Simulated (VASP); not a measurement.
CaB$_{6}$ (cab6) relaxed at rising pressure, in one space group throughout; other phases were not tried. The pressures are those reached. Computed with PBEsol GGA, VASP's PBE PAW potentials (set 64) (plane waves; VASP 6.6.1).

```
P (GPa)  V (Å³/atom)  k-mesh
-------  -----------  ------
0.22          10.043   6×6×6
5.00           9.751   6×6×6
10.00          9.484   6×6×6
19.94          9.030   6×6×6
30.07          8.652   8×8×8
```

A change of mesh leaves a small step in the series.

Problem. Fit an equation of state and predict the volume at 45.15 GPa.

Solution. Least squares on the third-order Birch-Murnaghan form, P = (3B0/2)(y⁷ − y⁵)[1 + (3/4)(B′ − 4)(y² − 1)] with y = (V0/V)^(1/3), gives V0 = 10.058 Å³/atom, B0 = 153 GPa and B′ = 3.6, and so 8.190 Å³/atom. The run gave 8.183 Å³/atom, -0.1 % from the fit.

Pressures at which the relaxation failed are left out.

The compound is CaB6 in the cab6 structure.
